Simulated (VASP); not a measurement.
OSZICAR of a VASP run on Sc (hcp):

### OSZICAR
```
       N       E                     dE             d eps       ncg     rms          rms(c)
DAV:   1     0.375919112606E+03    0.37592E+03   -0.10665E+04  2850   0.146E+03
DAV:   2     0.894324678090E+01   -0.36698E+03   -0.36148E+03  3954   0.660E+02
DAV:   3    -0.135426810613E+02   -0.22486E+02   -0.21952E+02  4722   0.186E+02
DAV:   4    -0.138786371336E+02   -0.33596E+00   -0.33301E+00  4402   0.227E+01
DAV:   5    -0.138838051245E+02   -0.51680E-02   -0.51583E-02  4771   0.273E+00    0.761E+00
DAV:   6    -0.126649269838E+02    0.12189E+01   -0.28677E+00  3564   0.221E+01    0.227E+00
DAV:   7    -0.125095174574E+02    0.15541E+00   -0.70321E-01  3697   0.993E+00    0.868E-01
DAV:   8    -0.124995848021E+02    0.99327E-02   -0.29122E-02  3893   0.255E+00    0.245E-01
DAV:   9    -0.124981059042E+02    0.14789E-02   -0.83413E-03  3676   0.112E+00    0.213E-02
DAV:  10    -0.124981214269E+02   -0.15523E-04   -0.13235E-04  4818   0.177E-01    0.798E-03
DAV:  11    -0.124981168805E+02    0.45464E-05   -0.30717E-06  4508   0.258E-02    0.207E-03
DAV:  12    -0.124981188091E+02   -0.19285E-05   -0.46058E-07  3307   0.791E-03    0.102E-03
DAV:  13    -0.124981182686E+02    0.54051E-06   -0.25843E-08  2090   0.295E-03    0.844E-05
DAV:  14    -0.124981182728E+02   -0.42069E-08   -0.69932E-09  1873   0.229E-03
   1 F= -.12498118E+02 E0= -.12498322E+02  d E =0.610600E-03
```

### Question
Which electronic solver shows in the log?

### Answer
It is blocked Davidson (ALGO = Normal, or the opening steps of other solvers). The INCAR had ALGO = Normal.

### Question
Can the final energy be trusted as converged?

### Answer
Self-consistency was reached. It stopped with EDIFF = 1E-7, NELM = 100 (PBE GGA, plane waves, VASP's PBE PAW potentials (set 64)).

The compound is Sc in the hcp structure. It was relaxed first.
